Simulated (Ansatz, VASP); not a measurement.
# Cross-check of Ge (Germanium) between VASP and Ansatz, part 2 of 2

One calculation is typed for both programs; each brings its own data sets. How far apart do they land? The cell is taken from a series of runs on this material, whose earlier steps may have relaxed, scaled, displaced or heated it; both programs get it as it stands.

VASP 6.6.1 and Ansatz 0.2.0.

So far: Set-up; VASP: zone-centre phonons, LDA.

## (2) VASP: zone-centre phonons, LDA (continued)

Level of this step: LDA; plane waves and PAW (Ge_d) (VASP).

Numbers of over 12 decimals in the logs are rounded to 6 here.

Parts of OUTCAR (step 2):

```text
ion  position               nearest neighbor table
   1  0.499  0.499  0.499-   2 2.44   2 2.45   2 2.45   2 2.45
   2  0.751  0.751  0.751-   1 2.44   1 2.45   1 2.45   1 2.45

  LATTYP: Found a trigonal (rhomboedric) cell.
 ALAT       =     3.9783588696
 COS(alpha) =     0.4908133493

 Subroutine GETGRP returns: Found 12 space group operations
 (whereof  6 operations were pure point group operations)

The static configuration has the point symmetry C_3v.
 The point group associated with its full space group is D_3d.

   k-points           NKPTS =   1728   k-points in BZ     NKDIM =   1728   number of bands    NBANDS=     20

   dimension x,y,z NGX =    30 NGY =   30 NGZ =   30
   dimension x,y,z NGXF=    60 NGYF=   60 NGZF=   60

   ENCUT  =  500.0 eV  36.75 Ry    6.06 a.u.   7.25  7.25  7.25*2*pi/ulx,y,z

   NELECT =      28.0000    total number of electrons

 k-points in reciprocal lattice and weights: Points of the shifted mesh
   0.04166667  0.04166667  0.04166667       0.001
   0.04166667  0.04166667  0.12500000       0.001
   0.04166667  0.04166667  0.20833333       0.001
   0.04166667  0.04166667  0.29166667       0.001
   0.04166667  0.04166667  0.37500000       0.001
   0.04166667  0.04166667  0.45833333       0.001
   0.04166667  0.04166667  0.54166667       0.001
   0.04166667  0.04166667  0.62500000       0.001
   0.04166667  0.04166667  0.70833333       0.001
[...]
0.95833333  0.95833333  0.87500000       0.001
   0.95833333  0.95833333  0.95833333       0.001

 average (electrostatic) potential at core
       1 -75.3812       2 -75.3812

  Total       -0.2942099     -0.2942099     -0.2942099      0.1578643      0.1578643      0.1578643
  in kB      -10.4440288    -10.4440288    -10.4440288      5.6039564      5.6039564      5.6039564
  external PRESSURE =     -10.4440288 kB  Pullay stress =       0.0000000 kB

  energy-cutoff  :      500.00
  volume of cell :       45.13
      direct lattice vectors                 reciprocal lattice vectors
    -0.025784649  2.813065450  2.813065450    -0.175316739  0.176938563  0.176938563
     2.813065450 -0.025784649  2.813065450     0.176938563 -0.175316739  0.176938563
     2.813065450  2.813065450 -0.025784649     0.176938563  0.176938563 -0.175316739

 POSITION                                       TOTAL-FORCE (eV/Angst)
 -----------------------------------------------------------------------------------
      2.79670      2.79670      2.79670        -0.000265     -0.000265     -0.000265
      4.20373      4.20373      4.20373         0.000265      0.000265      0.000265
 -----------------------------------------------------------------------------------
    total drift:                                0.000000      0.000000      0.000000

 Eigenvectors and eigenvalues of the dynamical matrix
 ----------------------------------------------------

   1 f  =    8.783201 THz    55.186482 2PiTHz  292.976063 cm-1    36.324386 meV
             X         Y         Z           dx          dy          dz
      2.796702  2.796702  2.796702     0.408248    0.408248    0.408248
      4.203731  4.203731  4.203731    -0.408248   -0.408248   -0.408248

   2 f  =    8.507228 THz    53.452489 2PiTHz  283.770576 cm-1    35.183051 meV
             X         Y         Z           dx          dy          dz
      2.796702  2.796702  2.796702     0.288675    0.288675   -0.577350
      4.203731  4.203731  4.203731    -0.288675   -0.288675    0.577350

   3 f  =    8.507228 THz    53.452489 2PiTHz  283.770576 cm-1    35.183051 meV
             X         Y         Z           dx          dy          dz
      2.796702  2.796702  2.796702    -0.500000    0.500000   -0.000000
      4.203731  4.203731  4.203731     0.500000   -0.500000   -0.000000

   4 f  =    0.000000 THz     0.000001 2PiTHz    0.000007 cm-1     0.000001 meV
             X         Y         Z           dx          dy          dz
      2.796702  2.796702  2.796702    -0.080554   -0.577313   -0.400276
      4.203731  4.203731  4.203731    -0.080554   -0.577313   -0.400276

   5 f/i=    0.000000 THz     0.000000 2PiTHz    0.000001 cm-1     0.000000 meV
             X         Y         Z           dx          dy          dz
      2.796702  2.796702  2.796702     0.677465    0.042768   -0.198022
      4.203731  4.203731  4.203731     0.677465    0.042768   -0.198022

   6 f/i=    0.000000 THz     0.000001 2PiTHz    0.000004 cm-1     0.000000 meV
             X         Y         Z           dx          dy          dz
      2.796702  2.796702  2.796702     0.185884   -0.406055    0.548240
      4.203731  4.203731  4.203731     0.185884   -0.406055    0.548240

 ELASTIC MODULI CONTR FROM IONIC RELAXATION (kBar)
 Direction    XX          YY          ZZ          XY          YZ          ZX
 --------------------------------------------------------------------------------
 XX          -0.4991     -0.0077     -0.0077     -1.2044    -10.6948      0.6912
 YY          -0.0077     -0.4991     -0.0077      0.6912     -1.2044    -10.6948
 ZZ          -0.0077     -0.0077     -0.4991    -10.6948      0.6912     -1.2044
 XY          -1.2044      0.6912    -10.6948   -232.8758     -5.6566     -5.6566
 YZ         -10.6948     -1.2044      0.6912     -5.6566   -232.8758     -5.6566
 ZX           0.6912    -10.6948     -1.2044     -5.6566     -5.6566   -232.8758
 --------------------------------------------------------------------------------
```

## (3) Ansatz: zone-centre phonons, LDA

Ansatz runs on its PAW soft_1 files.

The same cell, functional (in two slightly different forms), mesh and smearing now go to Ansatz, which takes its cutoff from its data sets.

The input, input.yaml:

```yaml
crystal:
  lattice:
    - [-0.0257846495, 2.8130654496, 2.8130654496]
    - [2.8130654496, -0.0257846495, 2.8130654496]
    - [2.8130654496, 2.8130654496, -0.0257846495]
  atoms:
    - { symbol: Ge, position: [0.4993801064, 0.4993801064, 0.4993801064] }
    - { symbol: Ge, position: [0.7506198936, 0.7506198936, 0.7506198936] }
kpoints:
  mp_grid: { grid: [12, 12, 12], shift: [0.5, 0.5, 0.5] }
hamiltonian:
  xc: lda
  pseudopotentials: { kind: paw, azcp: { folder: soft_1 }, xc_functional: pbe }
scf:
  occupations: { method: gaussian, width: 0.015 }
output:
  eigenvalues: true
phonons:
  method: dfpt
```

The run is started by

```console
$ ansatz run input.yaml --threads 4 --pin off --max-ram 10240MiB --backend cpu --events-out ev --progress --plain --runs-dir out
```

Log:

```text
Engine: ansatz 0.2.0, aarch64-unknown-linux-gnu
Pseudopotentials: kind: paw
Pseudopotential: Ge, paw, valence charge 14, recommended cutoff 420 eV (normal), soft_1/Ge.paw.azcp
Functional definition: SPW92
  exchange = slater_x
  correlation = pw_c
Crystal: 2 atoms, lattice volume = 45.134 Å³
Basis set: ecut = 420 eV, 887 PW (Γ), exchange–correlation on 64×64×64 points (8 copies of the dense FFT grid, shifted against one another)
Bands: 18, of which v1, the nominal top of the filled ones, is band 14 counted from 1 (13 counted from 0)
Symmetry: 12 space group operations
k-points: 468 of 1728 (irreducible under 2 space group operations, time reversal used)
Non-local potential: Ge, projectors of the file, l = 0: 2, l = 1: 2, l = 2: 3, l = 3: 1
PAW form: soft (Blöchl's): semilocal exchange-correlation on the pseudo side does not see the compensation charge
PAW frozen core: Ge, regenerated for the run's functional, and the local potential with it (the file was generated under x = pbe(κ = 0.804, μ = 0.219515), c = pbe(β = 0.066725))
PAW one-centre angular grid: Ge, 590 points (default); XC on 64 Gauss nodes
Initial density: superposition of atomic densities (chi_scale 0.1, normalization cell)
Initial wavefunctions: pseudopotential atomic-orbital guess
Functional: x = slater, c = lda
SCF iter   1: F=—  HF=-8431.583279 eV  |F-HF|=—  |Δ(HF+E_count)|=         —  Δρ=3.46e-2  dr2=4.96e-1  ethr=3.10e-3  ⟨swp⟩=6.0  Hψ=39225  notcnv=0
preconditioner: auto → none  [insulator: Δε(μ)=0.162 eV  Ē_g=23.415 eV  σ=0.015 eV  W_gap=1.00  n_scr=14 (ndim 8)  ℏωp=29.2 eV  f_vac=0.000  D(μ)=0.00/eV (n_scr^D=0)  ε∞_Penn≈2.6]
SCF iter   2: F=—  HF=-8431.465227 eV  |F-HF|=—  |Δ(HF+E_count)|=   1.18e-1  Δρ=1.58e-2  dr2=8.20e-2  ethr=1.77e-3  ⟨swp⟩=2.0  Hψ=14037  notcnv=0
SCF iter   3: F=—  HF=-8431.450458 eV  |F-HF|=—  |Δ(HF+E_count)|=   1.48e-2  Δρ=2.19e-3  dr2=5.58e-4  ethr=2.93e-4  ⟨swp⟩=2.0  Hψ=12192  notcnv=0
SCF iter   4: F=—  HF=-8431.450622 eV  |F-HF|=—  |Δ(HF+E_count)|=   1.64e-4  Δρ=4.63e-4  dr2=7.86e-5  ethr=1.99e-6  ⟨swp⟩=2.0  Hψ=16799  notcnv=0
SCF iter   5: F=—  HF=-8431.450416 eV  |F-HF|=—  |Δ(HF+E_count)|=   2.06e-4  Δρ=4.76e-5  dr2=8.87e-7  ethr=2.81e-7  ⟨swp⟩=2.0  Hψ=16027  notcnv=0
SCF iter   6: F=—  HF=-8431.450413 eV  |F-HF|=—  |Δ(HF+E_count)|=   2.11e-6  Δρ=3.36e-5  dr2=2.95e-7  ethr=3.17e-9  ⟨swp⟩=2.0  Hψ=14977  notcnv=0
SCF iter   7: F=—  HF=-8431.450413 eV  |F-HF|=—  |Δ(HF+E_count)|=   2.16e-7  Δρ=6.67e-6  dr2=9.84e-9  ethr=1.05e-9  ⟨swp⟩=2.0  Hψ=14348  notcnv=0
SCF iter   8: F=—  HF=-8431.450413 eV  |F-HF|=—  |Δ(HF+E_count)|=   9.71e-9  Δρ=6.54e-7  dr2=7.82e-11  ethr=3.51e-11  ⟨swp⟩=2.0  Hψ=14715  notcnv=0
SCF iter   9: F=-8431.450413 eV  HF=-8431.450413 eV  |F-HF|=0.00e0  |Δ(HF+E_count)|=  3.64e-11  Δρ=8.01e-8  dr2=1.40e-12  ethr=1.00e-12  ⟨swp⟩=5.1  Hψ=36578  notcnv=0
SCF 1 converged in 9 iterations: F = -8431.450413 eV  dr2 = 1.40e-12
  greatest PAW one-centre occupation: 0.998 electrons in one spin orbital (limit 2), on the Ge atom at site 1 (counted from 0), in its partial waves of l = 2
DFPT response loops at Γ: preconditioner auto → Kerker (q_TF=auto, 2.520 Å⁻¹) (partly filled bands, converged f_vac=0.060); β = 1.00, the filter's whole step (`scf.mixing.beta` (0.50) is not read by the response loops under this deck's `scf.mixing.preconditioner`; to damp them name `kerker` or `kerker_dos`, under which they read `scf.mixing.beta`, and type it under 1.00, their step now; both keys bind the ground state too); Broyden in place of MSR1
SCF converged after 9 iterations
Free energy (F): -8431.450413 eV
Harris-Foulkes:  -8431.450413 eV  (|F-HF|=0.00e0)
Internal energy: -8431.450394 eV  (E = F + TS)
E sigma→0 (E₀):  -8431.450403 eV
Entropy (-TS):   -0.000020 eV (-0.010 meV/atom)
Fermi energy:    8.195756 eV
--- Per-component energies (eV) ---
  E_band       = -310.261361
  E_kinetic    = 186.694026
  E_local      = -4506.847943  (includes V_loc(G=0)·N_el)
  E_nonlocal   = 441.863410
  E_hartree    = 2144.959165
  E_xc         = -142.971774
  E_vxc        = -131.436830  (∫ρ·V_xc dr)
  E_paw        = -3868.942165  (= ΣΔE_a)
  E_vpaw       = -590.452449  (= ΣTr[D̂ρ^β])
  E_aug_tail   = 0.000039  (compensation charges beyond the density's cutoff)
  E_ewald      = -2690.021805
  E_core_change = 3.816653  (= ΣΔE_core)
  E_smearing   = -0.000020  (= −TS)
  E_closure    = -0.000000  (closes the sum)
  Σ components = -8431.450413   (vs F -8431.450413, Δ=0.00e0)
--- Band table (eV; the first three rows and the last of 468) ---
  k-point 0: bands = [... 10 lower, -4.5453, 7.5078, 8.1845, 8.1845, 8.7881, 10.8182, 10.8182, 10.9817]
  k-point 1: bands = [... 10 lower, -4.4322, 6.2821, 7.7981, 8.1163, 9.3229, 10.9342, 11.0524, 11.6469]
  k-point 2: bands = [... 10 lower, -4.1550, 4.7136, 7.3793, 7.8058, 9.2817, 11.3550, 11.6337, 12.7365]
  k-point 467: bands = [... 10 lower, -2.4871, 0.6257, 6.6532, 6.8128, 8.6440, 11.9731, 12.0746, 15.3895]
--- Phonons (Γ-DFPT): 1 representative perturbation + reference, on 468 of 1728 k-points (Σ response iterations 3) ---
  k mesh reduced under 2 symmetry operations, with k and −k counted as one. Each operation leaves every solved perturbation unchanged. A smaller set is not used because it would not reduce the number of displacements times k-points to solve
  ASR residual: 2.382e-5 → 0.000e0 eV/Å²; symmetrization residual: 2.963e-12 eV/Å²
  ASR residual per site (eV/Å²): 2.38e-5 2.38e-5
  Γ frequencies (cm⁻¹): 0.00 0.00 0.00 268.87 268.87 291.41
  non-analytic LO–TO correction: not included (Born effective charges unavailable; polar crystals: no LO–TO splitting at Γ)
```

## (4) Comparison

Known differences besides the potentials themselves: the two LDA forms differ slightly; the cutoff is 420 eV in Ansatz and 500 eV in VASP; VASP's log shows a relativistic correction to its local exchange, Ansatz's none. Total energies have different zeros and are not compared.

Compared:

```csv
quantity,Ansatz,VASP,difference
optical mode 1 to 2 (cm⁻¹),268.9,283.8,-5.25 %
optical mode 3 (cm⁻¹),291.4,293.0,-0.53 %
```

Our record labels this cell a metal in Ansatz alone; each run is judged by its own test, so with a small gap or wide smearing the label says little about the levels. Modes are paired by rising frequency, not by their patterns, so a pair may set unlike modes beside each other; they are those without the splitting of longitudinal modes.

## (5) Summary of results

```yaml
r_m_s_difference_of_the_optical_zone_centre_modes_each_program_s_sorted_by_frequency_zone_centre_phonons_lda: 12 cm⁻¹
difference_in_optical_mode_1_to_2_zone_centre_phonons_lda: -5.3 %
```

The r.m.s. difference of the optical zone-centre modes, each program's sorted by frequency is 12 cm⁻¹ (zone-centre phonons, LDA). Among the rows given in per cent, the largest difference of the zone-centre phonons, LDA pair is in optical mode 1 to 2, -5.3 %. What causes the difference of the zone-centre phonons, LDA pair stays open here. How closely two codes agree says nothing of how well the functional describes the real material.

[Lines on the potential files, build, host, timing and source positions are cut from VASP's logs without a mark.]

[Logs are printed without paths, hosts, clocks, repeated set-up lines and the standing remarks that a program may print on its own settings, such as how far it seeks lower states.]

[Hosts, paths, dates, database ids (printed as entryN), source tags and the programs' standing remarks are cut or masked in the printed files.]
